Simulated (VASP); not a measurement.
Method: PBE GGA, VASP's PBE PAW potentials (set 64) (plane waves; VASP).

The input files of a VASP run:

### POSCAR
```
CdTe
1
    0.0000000000     3.3048000000     3.3048000000
    3.3048000000     0.0000000000     3.3048000000
    3.3048000000     3.3048000000     0.0000000000
Cd Te
1 1
Direct
  0.0000000000   0.0000000000   0.0000000000
  0.2500000000   0.2500000000   0.2500000000
```

**KPOINTS**
```
Automatic mesh
0
Gamma
6 6 6
0 0 0
```

### INCAR
```
# general
SYSTEM =CdTe
PREC   =Accurate
ENCUT  =650   # plane-wave cut-off (eV)
LREAL  =.False.
LASPH  =.True.   # aspherical one-centre terms

# electronic loop
EDIFF  =1E-6   # SCF stop (eV)
NELM   =100   # most electronic steps
ALGO   =Normal   # blocked Davidson
LMAXMIX=4   # l cut-off of mixed one-centre charges

# smearing
ISMEAR =0   # Gaussian
SIGMA  =0.05

# functional
GGA    =PE   # PBE

# ions
ISIF   =2

# output
LWAVE  =.False.
LCHARG =.False.
```

POTCAR, in this order: Cd Te (PBE.64 set). Program: vasp_std.

Task: What will the output report for the number of irreducible k-points (NKPTS), number of bands (NBANDS), largest plane-wave count, number of space-group operations, FFT grid (NGX, NGY, NGZ)?

Result: 
| Item | Value |
|---|---|
| number of irreducible k-points (NKPTS) | 16 |
| number of bands (NBANDS) | 13 |
| largest plane-wave count | 2764 |
| number of space-group operations | 24 |
| FFT grid (NGX, NGY, NGZ) | 40 × 40 × 40 |

The compound is CdTe in the zinc blende structure. The cell was not relaxed at this level. The run is one of a series of settings (ENCUT = 650 against the base run), some of them coarse on purpose.
